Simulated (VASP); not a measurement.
Crystal: Sn2GeO2.

```
Sn Ge O
1.0
     3.65431    0.00000    0.00000
    -1.82715    3.16472    0.00000
     0.00000    0.00000    6.54860
Sn Ge O
2 1 2
Cartesian
  1.8272 1.0549 2.3165
  0.0000 2.1098 4.2321
  0.0000 0.0000 0.0000
  1.8272 1.0549 5.2433
  0.0000 2.1098 1.3053
```

The cell was built by a generator and needn't be a form met in nature.

| Quantity | Value |
| --- | --- |
| Program | VASP 6.6.1 |
| Task | relaxation of cell and atoms |
| Functional | PBE |
| Potentials or basis | VASP PAW PBE potentials, release 64 (Sn_d, Ge_d, O) |
| Cutoff | 520 eV |
| k mesh | 4 × 4 × 2 |
| Occupations | gaussian, width 0.15 eV |
| Spin | no spin polarisation |

At the start: pressure 18.3 GPa; volume 15.15 Å³/atom.

Question: How do energy, volume and symmetry change on relaxing?

Answer: Over 23 steps the energy falls by 353.7 meV/atom and the volume is 16.56 Å³/atom (+9.3 %); space group P-3m1 (No. 164, to 0.05 Å).

The path:
| step | energy change (eV) | largest force (eV/Å) | pressure (GPa) | volume (Å³) |
| --- | --- | --- | --- | --- |
| 1 | 0.0000 | 2.2153 | 18.27 | 75.73 |
| 2 | -0.8793 | 0.4791 | -7.35 | 96.18 |
| 3 | -0.9821 | 0.7907 | -3.33 | 90.25 |
| 4 | -1.2608 | 0.5446 | -1.88 | 88.52 |
| 5 | -1.5053 | 0.4046 | 2.04 | 84.76 |
| 6 | -1.5176 | 0.6547 | 2.87 | 83.80 |
| 7 | -1.5227 | 1.2321 | 5.24 | 81.79 |
| 8 | -1.6845 | 0.7904 | 0.44 | 83.93 |
| 9 | -1.6954 | 0.6269 | -0.48 | 84.43 |
| 10 | -1.6961 | 0.5765 | -0.55 | 84.57 |
| 11 | -1.6961 | 0.5809 | -1.00 | 84.63 |
| 12 | -1.7172 | 0.5035 | -0.95 | 83.99 |
| 13 | -1.7522 | 0.2143 | 0.60 | 82.09 |
| 14 | -1.7529 | 0.2389 | 1.55 | 81.72 |
| 15 | -1.7528 | 0.2289 | 0.28 | 81.92 |
| 16 | -1.7529 | 0.2320 | 1.41 | 81.81 |
| 17 | -1.7592 | 0.2289 | -0.88 | 82.76 |
| 18 | -1.7598 | 0.2327 | -0.03 | 82.50 |
| 19 | -1.7598 | 0.2307 | -0.51 | 82.58 |
| 20 | -1.7599 | 0.2337 | -0.64 | 82.55 |
| 21 | -1.7654 | 0.1568 | -0.07 | 82.28 |
| 22 | -1.7661 | 0.1730 | 0.70 | 82.17 |
| 23 | -1.7683 | 0.0794 | -0.35 | 82.79 |

Final structure:
```xyz
5
Lattice="3.3565 0.0000 0.0000 -1.6782 2.9068 0.0000 0.0000 0.0000 8.4857" Properties=species:S:1:pos:R:3 pbc="T T T"
Sn    1.6782    0.9689    2.9525
Sn    0.0000    1.9379    5.5332
Ge   -1.6782    2.9068    0.0000
O     1.6782    0.9689    7.1709
O     0.0000    1.9379    1.3148
```

Caveat: the k mesh is coarse (spacing up to 0.50 Å⁻¹), so the values aren't converged; the relaxation stopped at a loose force limit of 0.08 eV/Å, so its end isn't a converged minimum.
